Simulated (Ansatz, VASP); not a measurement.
## CeC: VASP beside Ansatz

Wanted: the spread between two codes on one cell, functional and k mesh. The cell is taken from a series of runs on this material, whose earlier steps may have relaxed, scaled, displaced or heated it; both programs get it as it stands.

Main program and level: Ansatz 0.2.0; plane waves, with VASP 6.6.1 beside it; relaxation of cell and atoms at PBEsol.

### Step 1. Set-up

The structure is tetragonal, space group P4/nmm (No. 129). Conventional cell: a = 3.576 Å, b = 3.576 Å, c = 5.280 Å, α = 90.00°, β = 90.00°, γ = 90.00°. Nearest to Ce lie 6 C at 2.45 to 2.83 Å. Nearest to C lie 6 Ce at 2.45 to 2.83 Å. Farther neighbours are not listed.

Structure file:

```cif
data_structure
_symmetry_space_group_name_H-M 'P4/nmm:1'
_symmetry_Int_Tables_number 129
_cell_length_a 3.5764
_cell_length_b 3.5764
_cell_length_c 5.2804
_cell_angle_alpha 90.000
_cell_angle_beta 90.000
_cell_angle_gamma 90.000
_cell_volume 67.54
loop_
_atom_site_label
_atom_site_type_symbol
_atom_site_symmetry_multiplicity
_atom_site_Wyckoff_symbol
_atom_site_fract_x
_atom_site_fract_y
_atom_site_fract_z
_atom_site_occupancy
Ce1 Ce 2 c 0.00000 0.50000 0.24572 1
C1 C 2 c 0.00000 0.50000 0.78199 1
```

### Step 2. Ansatz: relaxation of cell and atoms, PBEsol

Ansatz runs on its default PAW (the set named soft_2) files.

The relaxed volume is the usual yardstick between codes: in a stiff, nearly cubic crystal its relative difference is about their pressure difference at one cell divided by the bulk modulus.

The input, input.yaml:

```yaml
crystal:
  lattice:
    - [3.5764502094, 0.0, 0.0]
    - [0.0, 3.5764502094, 0.0]
    - [0.0, 0.0, 5.2803656932]
  atoms:
    - { symbol: Ce, position: [0.0, 0.5, 0.2457198421] }
    - { symbol: Ce, position: [0.5, 0.0, 0.7542801579] }
    - { symbol: C, position: [0.0, 0.5, 0.7819876581] }
    - { symbol: C, position: [0.5, 0.0, 0.2180123419] }
kpoints:
  mp_grid: { grid: [12, 12, 8] }
hamiltonian:
  xc: pbesol
scf:
  occupations: { method: methfessel_paxton, width: 0.2 }
output:
  forces: true
  stress: true
  eigenvalues: true
relax:
  adjacent_minimum: "off"
  f_tol: 0.001
  max_steps: 60
  cell: { stress_tol: 0.01 }
```

The run is started by

```console
> ansatz run input.yaml --threads 8 --pin off --max-ram 14336MiB --backend cpu --events-out ev --progress --plain --runs-dir out
```

Numbers of over 12 decimals in the logs are rounded to 6 here.

Output:

```text
band count auto-derived: 35 (N_el = 32.0; filled up to band 16; 20 by the electrons, moments and atoms)
Engine: ansatz 0.2.0, x86_64-unknown-linux-gnu
Pseudopotentials: kind: paw
Pseudopotential: Ce, paw, valence charge 12, recommended cutoff 420 eV (normal), Ce.paw.azcp
Pseudopotential: C, paw, valence charge 4, recommended cutoff 420 eV (normal), C.paw.azcp
Functional definition: PBEsol
  exchange = pbesol_x
  correlation = pbesol_c
Crystal: 4 atoms, lattice volume = 67.541 Å³
Basis set: ecut = 420 eV, 1293 PW (Γ), exchange–correlation on 48×48×72 points (8 copies of the dense FFT grid, shifted against one another)
Bands: 35, of which v1, the nominal top of the filled ones, is band 16 counted from 1 (15 counted from 0)
Symmetry: 16 space group operations
Space group: P4/nmm (ITA 129), of the structure as read, at distance tolerance 4.1e-5 Å
k-points: 140 of 1152
Non-local potential: Ce, projectors of the file, l = 0: 3, l = 1: 2, l = 2: 2, l = 3: 3
Non-local potential: C, projectors of the file, l = 0: 2, l = 1: 2, l = 2: 1
PAW form: soft (Blöchl's): semilocal exchange-correlation on the pseudo side does not see the compensation charge
PAW frozen core: Ce, regenerated for the run's functional, and the local potential with it (the file was generated under x = pbe(κ = 0.804, μ = 0.219515), c = pbe(β = 0.066725))
PAW frozen core: C, regenerated for the run's functional, and the local potential with it (the file was generated under x = pbe(κ = 0.804, μ = 0.219515), c = pbe(β = 0.066725))
PAW one-centre angular grid: Ce, 590 points (default); XC on 64 Gauss nodes
PAW one-centre angular grid: C, 110 points (default); XC on 64 Gauss nodes
Initial density: superposition of atomic densities (chi_scale 0.1, normalization cell, long waves kept (reshape's long-wave potential 0.01 eV rms))
Initial wavefunctions: pseudopotential atomic-orbital guess
Functional: x = pbesol(κ = 0.804, μ = 0.123457), c = pbesol(β = 0.046)
SCF iter   1: F=—  HF=-13473.705725 eV  |F-HF|=—  |Δ(HF+E_count)|=         —  Δρ=2.46e-1  dr2=3.50e1  ethr=3.10e-3  ⟨swp⟩=4.9  Hψ=19826  notcnv=0
preconditioner: auto → Kerker (q_TF=auto, 2.409 Å⁻¹)  [metal: Δε(μ)=0.038 eV  Ē_g=14.252 eV  σ=0.200 eV  W_gap=0.16  n_scr=16 (ndim 8)  ℏωp=23.9 eV  f_vac=0.003  D(μ)=0.51/eV (n_scr^D=0)]
SCF iter   2: F=—  HF=-13463.560214 eV  |F-HF|=—  |Δ(HF+E_count)|=    1.01e1  S|Δr|=    0.00e0  Δρ=8.44e-2  dr2=1.76e0  ethr=3.10e-3  ⟨swp⟩=6.0  Hψ=12382  notcnv=0  defer=1632
SCF iter   3: F=—  HF=-13463.145001 eV  |F-HF|=—  |Δ(HF+E_count)|=   4.15e-1  S|Δr|=    0.00e0  Δρ=3.56e-2  dr2=5.78e-1  ethr=3.10e-3  ⟨swp⟩=5.3  Hψ=10474  notcnv=0  defer=1205
SCF iter   4: F=—  HF=-13463.270837 eV  |F-HF|=—  |Δ(HF+E_count)|=   1.26e-1  S|Δr|=    0.00e0  Δρ=3.66e-2  dr2=8.62e-1  ethr=1.81e-3  ⟨swp⟩=3.9  Hψ=11067  notcnv=0  defer=660
SCF iter   5: F=—  HF=-13463.157227 eV  |F-HF|=—  |Δ(HF+E_count)|=   1.14e-1  S|Δr|=    0.00e0  Δρ=1.46e-2  dr2=1.29e-1  ethr=1.81e-3  ⟨swp⟩=2.2  Hψ=6622  notcnv=0  defer=607
SCF iter   6: F=—  HF=-13463.140867 eV  |F-HF|=—  |Δ(HF+E_count)|=   1.64e-2  S|Δr|=    0.00e0  Δρ=1.81e-3  dr2=2.15e-3  ethr=4.02e-4  ⟨swp⟩=2.1  Hψ=6139  notcnv=0  defer=592
SCF iter   7: F=—  HF=-13463.141317 eV  |F-HF|=—  |Δ(HF+E_count)|=   4.49e-4  S|Δr|=    0.00e0  Δρ=2.62e-3  dr2=4.45e-3  ethr=6.73e-6  ⟨swp⟩=2.7  Hψ=6746  notcnv=0  defer=579
SCF iter   8: F=—  HF=-13463.140814 eV  |F-HF|=—  |Δ(HF+E_count)|=   5.02e-4  S|Δr|=    0.00e0  Δρ=4.87e-4  dr2=1.41e-4  ethr=6.73e-6  ⟨swp⟩=1.4  Hψ=4568  notcnv=0  defer=579
SCF iter   9: F=—  HF=-13463.140806 eV  |F-HF|=—  |Δ(HF+E_count)|=   8.06e-6  S|Δr|=    0.00e0  Δρ=3.20e-4  dr2=7.20e-5  ethr=4.41e-7  ⟨swp⟩=1.1  Hψ=4387  notcnv=0  defer=577
SCF iter  10: F=—  HF=-13463.140823 eV  |F-HF|=—  |Δ(HF+E_count)|=   1.68e-5  S|Δr|=    0.00e0  Δρ=1.86e-5  dr2=2.22e-7  ethr=2.25e-7  ⟨swp⟩=1.1  Hψ=4850  notcnv=0  defer=577
SCF iter  11: F=-13463.140823 eV  HF=-13463.140823 eV  |F-HF|=3.45e-9  |Δ(HF+E_count)|=   3.69e-8  S|Δr|=    0.00e0  Δρ=7.99e-6  dr2=2.19e-8  ethr=3.13e-10  ⟨swp⟩=11.6  Hψ=26037  notcnv=0
SCF 1 converged in 11 iterations: F = -13463.140823 eV  dr2 = 2.19e-8
  greatest PAW one-centre occupation: 0.985 electrons in one spin orbital (limit 2), on the Ce atom at site 1 (counted from 0), in its partial waves of l = 0
relax step   1: F+E_penalty+E_count = -13463.14082316 eV  Δ(F+E_penalty+E_count) = +0.000e0 eV  max|allowed force component| = 5.517e-4 eV/Å  Δτ_max = 0.0000 Å  P = +0.001 GPa  Ω = 67.541 Å³  (11 SCF iters, dr2 threshold 1.00e-7 eV, accepted)
Initial density: handed on by an earlier stage of this run
Initial wavefunctions: pseudopotential atomic-orbital guess (no wavefunctions were taken with the density)
iter 1 solved again at ethr=7.53e-9 eV; its pass at ethr=3.10e-3 eV (dr2=2.41e-6 eV) is discarded
SCF iter   1: F=—  HF=-13463.140799 eV  |F-HF|=—  |Δ(HF+E_count)|=         —  Δρ=7.94e-6  dr2=2.06e-8  ethr=7.53e-9  ⟨swp⟩=3.9  Hψ=35198  notcnv=0
preconditioner: auto → Kerker (q_TF=auto, 2.409 Å⁻¹)  [metal: Δε(μ)=0.009 eV  Ē_g=10.738 eV  σ=0.200 eV  W_gap=0.04  n_scr=16 (ndim 8)  ℏωp=23.9 eV  f_vac=0.004  D(μ)=1.83/eV (n_scr^D=14)]
SCF iter   2: F=—  HF=-13463.140823 eV  |F-HF|=—  |Δ(HF+E_count)|=   2.42e-5  S|Δr|=    0.00e0  Δρ=4.74e-6  dr2=9.69e-9  ethr=6.43e-11  ⟨swp⟩=2.0  Hψ=6998  notcnv=0
SCF iter   3: F=—  HF=-13463.140823 eV  |F-HF|=—  |Δ(HF+E_count)|=  5.66e-10  S|Δr|=    0.00e0  Δρ=9.06e-7  dr2=7.56e-10  ethr=3.03e-11  ⟨swp⟩=1.5  Hψ=5514  notcnv=0
SCF iter   4: F=—  HF=-13463.140823 eV  |F-HF|=—  |Δ(HF+E_count)|=  8.91e-11  S|Δr|=    0.00e0  Δρ=2.85e-7  dr2=8.02e-11  ethr=2.36e-12  ⟨swp⟩=2.4  Hψ=6537  notcnv=0
SCF iter   5: F=—  HF=-13463.140823 eV  |F-HF|=—  |Δ(HF+E_count)|=  1.82e-12  S|Δr|=    0.00e0  Δρ=6.34e-8  dr2=3.04e-12  ethr=1.00e-12  ⟨swp⟩=1.0  Hψ=4900  notcnv=0
SCF iter   6: F=-13463.140823 eV  HF=-13463.140823 eV  |F-HF|=9.09e-12  |Δ(HF+E_count)|=  1.82e-12  S|Δr|=    0.00e0  Δρ=1.26e-8  dr2=8.64e-14  ethr=1.00e-12  ⟨swp⟩=5.4  Hψ=15085  notcnv=0
SCF 2 converged in 6 iterations: F = -13463.140823 eV  dr2 = 8.64e-14
relax step   2: F+E_penalty+E_count = -13463.14082316 eV  Δ(F+E_penalty+E_count) = -4.464e-9 eV  max|allowed force component| = 4.316e-4 eV/Å  Δτ_max = 0.0000 Å  P = +0.001 GPa  Ω = 67.541 Å³  stress off target by 6.05e-3 GPa  SCF on the basis re-selected at this cell (its energy is not comparable with the rows above)  (6 SCF iters)
basis re-selected at this cell: Δ(F+E_penalty+E_count) = -4.464e-9 eV, ΔP = +0.000 GPa vs the last step (what re-selecting the basis moved, of the pressure what is left beyond the Pulay correction that the steps carried, after the strain that the cell walked since its last selection, with what the two solves' SCF thresholds leave and, on support functions, any second-order correction that the steps lacked; it is no m [...]
SCF converged after 6 iterations
Stability not checked: this state was not tested for a lower state beside it, because cold or Methfessel-Paxton smearing, or corrected tetrahedra, fill the levels in a way that the test cannot read (fill_not_monotonic; see scf.lower_state_search)
Free energy (F): -13463.140823 eV
Harris-Foulkes:  -13463.140823 eV  (|F-HF|=9.09e-12)
Internal energy: -13463.155281 eV  (E = F + TS)
E sigma→0 (E₀):  -13463.144438 eV
Entropy (-TS):   0.014458 eV (3.614 meV/atom)
Fermi energy:    13.731270 eV
--- Per-component energies (eV) ---
  E_band       = 57.896702
  E_kinetic    = 936.238709
  E_local      = -724.514300  (includes V_loc(G=0)·N_el)
  E_nonlocal   = -56.851851
  E_hartree    = 231.212670
  E_xc         = -549.127043
  E_vxc        = -625.959818  (∫ρ·V_xc dr)
  E_paw        = -10955.560500  (= ΣΔE_a)
  E_vpaw       = 66.558612  (= ΣTr[D̂ρ^β])
  E_aug_tail   = 0.000011  (compensation charges beyond the density's cutoff)
  E_ewald      = -2345.047770
  E_core_change = 0.494792  (= ΣΔE_core)
  E_smearing   = 0.014458  (= −TS)
  E_closure    = 0.000000  (closes the sum)
  Σ components = -13463.140823   (vs F -13463.140823, Δ=0.00e0)
--- Forces (eV/Å), atoms counted from 1 ---
  atom   1  Ce     0.00000000     0.00000000    -0.00043158
  atom   2  Ce     0.00000000     0.00000000     0.00043158
  atom   3  C      0.00000000     0.00000000     0.00004599
  atom   4  C      0.00000000     0.00000000    -0.00004599
  max |Σ_I F_I| component: 0.00e0 eV/Å
--- Stress (GPa, compression-positive) ---
       -0.000937       0.000000       0.000000
        0.000000      -0.000937       0.000000
        0.000000       0.000000       0.006048
  P = ⅓ Tr σ = 0.0014 GPa (0.014 kbar)
--- Band table (eV; the first three rows and the last of 140) ---
  k-point 0: bands = [... 12 lower, 13.1261, 13.1261, 13.4180, 13.4180, 14.0684, 14.0685, 14.4697, 14.5765, ... 15 higher]
  k-point 1: bands = [... 12 lower, 13.1246, 13.1246, 13.4046, 13.4046, 13.7770, 14.0438, 14.4793, 14.5737, ... 15 higher]
  k-point 2: bands = [... 12 lower, 13.1287, 13.1287, 13.1446, 13.3651, 13.3651, 13.9633, 14.5073, 14.5633, ... 15 higher]
  k-point 139: bands = [... 12 lower, 13.3290, 13.3290, 13.8865, 13.8865, 14.2341, 14.2341, 14.3106, 14.3106, ... 15 higher]
--- Relaxed structure (1 steps of the walk, 1 accepted, 1 SCFs on fresh bases) ---
  F+E_penalty+E_count = -13463.14082316 eV   max|allowed force component| = 4.316e-4 eV/Å   (the final SCF, on the basis selected at the relaxed cell)
  cell:  # Å, volume = 67.5411 Å³
    - [3.5764502094, 0.0, 0.0]
    - [0.0, 3.5764502094, 0.0]
    - [0.0, 0.0, 5.2803656932]
  atoms:
    - { symbol: Ce, position: [0.0, 0.5, 0.2457198421] }
    - { symbol: Ce, position: [0.5, 0.0, 0.754280] }
    - { symbol: C, position: [0.0, 0.5, 0.781988] }
    - { symbol: C, position: [0.5, 0.0, 0.218012] }
```

The column dr2 measures how far the density is from self-consistency, as an energy; F and HF (Harris–Foulkes) agree once it is small.

[end of part 1 of 2]

[Lines on the potential files, build, host, timing and source positions are cut from VASP's logs without a mark.]

[Logs are printed without paths, hosts, clocks, repeated set-up lines and the standing remarks that a program may print on its own settings, such as how far it seeks lower states.]

[Hosts, paths, dates, database ids (printed as entryN), source tags and the programs' standing remarks are cut or masked in the printed files.]
